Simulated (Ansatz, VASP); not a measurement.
One calculation of TaRh3, two programs

```
Ta Rh
1.0
     3.86978    0.00000    0.00000
     0.00000    3.86978    0.00000
     0.00000    0.00000    3.86978
Ta Rh
1 3
Direct
  0.00000 0.00000 0.00000
  0.00000 0.50000 0.50000
  0.50000 0.50000 0.00000
  0.50000 0.00000 0.50000
```

Alike in both runs: task electric field gradients; functional PBEsol; k mesh 9 × 9 × 9; occupations fermi-dirac, width 0.05 eV; no spin polarisation.

|  | VASP | Ansatz |
| --- | --- | --- |
| version | VASP 6.6.1 | Ansatz 0.2.0 |
| potentials or method | VASP PAW PBE potentials, release 64 (Ta_pv, Rh_pv), cutoff 520 eV | all-electron PAW with datasets made for the crystal, scalar-relativistic |

|  | VASP | Ansatz | Ansatz less VASP |
| --- | --- | --- | --- |
| pressure (GPa) | -5.0 | -5.0 | +0.03 |
| Vzz of the field gradient on the site that differs most (V/Å²) | -24.1 | -27.3 | -3.15 |

Ansatz ran all-electron here, so the differences hold the error of VASP's frozen core and of both bases. Ansatz warned: «gradients_without_spin_orbit».

Caveats: the PAW data sets were made with another functional, which shifts forces and pressure a little (VASP). The runs have no spin-orbit coupling, so splittings on Ta are missing.
